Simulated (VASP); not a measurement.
## VASP 6.6.1, GW calculation on PBE orbitals, BiB (zincblende)

INCAR, step 1 (ground state)

```
EDIFF = 1E-7
PREC = Accurate
LREAL = .FALSE.
ISMEAR = 0
NELM = 120
LWAVE = .TRUE.
LCHARG = .FALSE.
SIGMA = 0.01
GGA = PE
ENCUT = 500
LASPH = .TRUE.
```

INCAR, step 2 (empty bands)

```
NELM = 1
LREAL = .FALSE.
LWAVE = .TRUE.
NBANDS = 133
PREC = Accurate
ALGO = Exact
ENCUT = 500
GGA = PE
LOPTICS = .TRUE.
LASPH = .TRUE.
LCHARG = .FALSE.
ISMEAR = 0
ISTART = 1
EDIFF = 1E-7
SIGMA = 0.01
```

INCAR, step 3 (GW)

```
ENCUT = 500
PREC = Accurate
GGA = PE
LCHARG = .FALSE.
LWAVE = .FALSE.
SIGMA = 0.01
ISMEAR = 0
NBANDSGW = 18
ENCUTGWSOFT = 120
NOMEGA = 64
PRECFOCK = Fast
NBANDS = 133
LREAL = .FALSE.
ALGO = EVGW0
EDIFF = 1E-7
LASPH = .TRUE.
NELMGW = 1
ISTART = 1
NELM = 120
ENCUTGW = 120
```

KPOINTS

```
KPOINTS created by Atomic Simulation Environment
0
Gamma
4 4 4
0 0 0
```

POSCAR

```
B  Bi
 1.0000000000000000
     0.0000000000000000    2.7448744631273732    2.7448744631273732
     2.7448744631273732    0.0000000000000000    2.7448744631273732
     2.7448744631273732    2.7448744631273732    0.0000000000000000
 B   Bi
   1   1
Cartesian
  0.0000000000000000 -0.0000000000000000 -0.0000000000000000
  1.3724372315636866  1.3724372315636866  1.3724372315636866
```

VASP ran with the GW set of PAW datasets (20 valence electrons in the cell).

From OUTCAR

```
k-points           NKPTS =      8   k-points in BZ     NKDIM =     64   number of bands    NBANDS=    133

   NELECT =      20.0000    total number of electrons

   dimension x,y,z NGX =    28 NGY =   28 NGZ =   28
   dimension x,y,z NGXF=    56 NGYF=   56 NGZF=   56

  energy-cutoff  :      500.00
  volume of cell :       41.36
      direct lattice vectors                 reciprocal lattice vectors
     0.000000000  2.744874463  2.744874463    -0.182157693  0.182157693  0.182157693
     2.744874463  0.000000000  2.744874463     0.182157693 -0.182157693  0.182157693
     2.744874463  2.744874463  0.000000000     0.182157693  0.182157693 -0.182157693

 k-points in reciprocal lattice and weights: KPOINTS created by Atomic Simulation Env
   0.00000000  0.00000000  0.00000000       0.016
   0.25000000  0.00000000  0.00000000       0.125
   0.50000000  0.00000000  0.00000000       0.062
   0.25000000  0.25000000  0.00000000       0.094
   0.50000000  0.25000000  0.00000000       0.375
  -0.25000000  0.25000000  0.00000000       0.188
   0.50000000  0.50000000  0.00000000       0.047
  -0.25000000  0.50000000  0.25000000       0.094

 QP shifts <psi_nk| G(iteration)W_0 |psi_nk>: iteration 1
 for sc-GW calculations column KS-energies equals QP-energies in previous step
 and V_xc(KS)=  KS-energies - (<T + V_ion + V_H > + <T+V_H+V_ion>^1  + <V_x>^1)

 k-point   1 :       0.0000    0.0000    0.0000
  band No.  KS-energies  QP-energies   sigma(KS)   V_xc(KS)     V^pw_x(r,r')   Z            occupation Imag(sigma)

      1    -149.2728    -162.2705     -30.2452     -13.1190     -38.0368       0.7589       2.0000       1.2169
      2     -18.8074     -21.4740     -21.5855     -18.1524     -27.0291       0.7767       2.0000       1.0268
      3     -18.8074     -21.4740     -21.5855     -18.1524     -27.0291       0.7767       2.0000       1.0268
      4     -18.8074     -21.4740     -21.5855     -18.1524     -27.0291       0.7767       2.0000       1.0268
      5     -18.7250     -21.3684     -21.5952     -18.1867     -26.9831       0.7755       2.0000       0.9599
      6     -18.7250     -21.3684     -21.5952     -18.1867     -26.9831       0.7755       2.0000       0.9599
      7      -9.8017     -11.1084     -13.8834     -12.2267     -19.0597       0.7887       2.0000       1.7982
      8       4.3486       4.0342     -12.7838     -12.3893     -13.3917       0.7970       2.0000       0.2388
      9       4.3486       4.0342     -12.7838     -12.3893     -13.3917       0.7970       2.0000       0.2388
     10       4.3486       4.0342     -12.7838     -12.3893     -13.3917       0.7970       2.0000       0.2388
     11       4.6297       5.0278     -12.6096     -13.1153      -8.7085       0.7873       0.0000      -0.4205
     12       7.1325       7.4738     -10.7931     -11.2137      -6.8761       0.8115       0.0000      -0.4904
     13       7.1325       7.4738     -10.7931     -11.2137      -6.8761       0.8115       0.0000      -0.4904
     14       7.1325       7.4738     -10.7931     -11.2137      -6.8761       0.8115       0.0000      -0.4904
     15      10.5835      10.8112      -8.3120      -8.5869      -3.4603       0.8282       0.0000      -0.7318
     16      14.8849      15.2441      -7.9697      -8.4041      -2.7521       0.8267       0.0000      -0.9449
     17      14.8849      15.2441      -7.9697      -8.4041      -2.7521       0.8267       0.0000      -0.9449
     18      14.8849      15.2441      -7.9697      -8.4041      -2.7521       0.8267       0.0000      -0.9449

 k-point   2 :       0.2500    0.0000    0.0000
  band No.  KS-energies  QP-energies   sigma(KS)   V_xc(KS)     V^pw_x(r,r')   Z            occupation Imag(sigma)

      1    -149.2724    -162.4048     -30.2452     -13.1180     -38.0366       0.7668       2.0000       1.2168
      2     -18.8042     -21.4683     -21.5784     -18.1509     -27.0283       0.7773       2.0000       1.0292
      3     -18.7900     -21.4612     -21.5977     -18.1662     -27.0330       0.7784       2.0000       1.0182
      4     -18.7900     -21.4612     -21.5977     -18.1662     -27.0330       0.7784       2.0000       1.0182
      5     -18.7205     -21.3745     -21.6029     -18.1924     -26.9915       0.7782       2.0000       0.9628
      6     -18.7205     -21.3745     -21.6029     -18.1924     -26.9915       0.7782       2.0000       0.9628
      7      -9.0302     -10.2743     -13.9970     -12.4201     -18.8794       0.7889       2.0000       1.6599
      8      -0.3490      -1.0432     -12.7367     -11.8631     -14.7787       0.7947       2.0000       0.6083
      9       3.3588       2.9501     -12.5677     -12.0569     -13.4632       0.8000       2.0000       0.3013
     10       3.3588       2.9501     -12.5677     -12.0569     -13.4632       0.8000       2.0000       0.3013
     11       5.1069       5.4247     -11.4360     -11.8352      -7.6077       0.7960       0.0000      -0.4320
     12       8.2324       8.6534     -10.7883     -11.3096      -6.5178       0.8075       0.0000      -0.5807
     13       8.2324       8.6534     -10.7883     -11.3096      -6.5178       0.8075       0.0000      -0.5807
     14       9.1045       9.5507     -10.4773     -11.0400      -5.5597       0.7931       0.0000      -0.7328
     15      12.2566      12.5077      -8.0994      -8.4030      -3.1113       0.8268       0.0000      -0.8111
     16      13.6944      14.0596      -8.7474      -9.1897      -3.8335       0.8254       0.0000      -0.8221
     17      13.6944      14.0596      -8.7474      -9.1897      -3.8335       0.8254       0.0000      -0.8221
     18      15.7563      16.2969      -9.2096      -9.8630      -3.8191       0.8274       0.0000      -1.0812

 k-point   3 :       0.5000    0.0000    0.0000
  band No.  KS-energies  QP-energies   sigma(KS)   V_xc(KS)     V^pw_x(r,r')   Z            occupation Imag(sigma)

      1    -149.2727    -162.2779     -30.2449     -13.1188     -38.0364       0.7594       2.0000       1.2169
      2     -18.8019     -21.4607     -21.5669     -18.1472     -27.0245       0.7775       2.0000       1.0320
      3     -18.7832     -21.4474     -21.5889     -18.1624     -27.0161       0.7775       2.0000       1.0090
      4     -18.7832     -21.4474     -21.5889     -18.1624     -27.0161       0.7775       2.0000       1.0090
      5     -18.7052     -21.3706     -21.6313     -18.2160     -27.0208       0.7804       2.0000       0.9664
      6     -18.7052     -21.3706     -21.6313     -18.2160     -27.0208       0.7804       2.0000       0.9664
      7      -7.7428      -8.8419     -14.4423     -13.0514     -18.7542       0.7903       2.0000       1.3851
      8      -3.3477      -4.3803     -12.2620     -10.9568     -15.6562       0.7912       2.0000       1.0721
      9       2.7380       2.2609     -12.5502     -11.9520     -13.7041       0.7977       2.0000       0.3579
     10       2.7380       2.2609     -12.5502     -11.9520     -13.7041       0.7977       2.0000       0.3579
     11       4.7536       5.0315     -11.4215     -11.7705      -7.6965       0.7963       0.0000      -0.4115
     12       8.5006       8.8921     -10.2943     -10.7775      -5.9289       0.8101       0.0000      -0.6073
     13       8.5006       8.8921     -10.2943     -10.7775      -5.9289       0.8101       0.0000      -0.6073
     14      10.3641      10.7110      -8.8370      -9.2680      -3.6023       0.8048       0.0000      -0.8411
     15      12.7825      13.2345      -9.0994      -9.6606      -3.5640       0.8054       0.0000      -0.9780
     16      15.5413      16.1551      -9.3733     -10.1214      -3.9021       0.8205       0.0000      -1.0482
     17      15.5413      16.1551      -9.3733     -10.1214      -3.9021       0.8205       0.0000      -1.0482
     18      17.2361      17.9647     -10.0952     -10.9695      -4.3978       0.8334       0.0000      -1.3446

 ...
```

```
PBE gap on the mesh  : 0.28 eV
G₀W₀ gap on the mesh : 0.99 eV
```

These GW values are short of the basis and mesh limit.
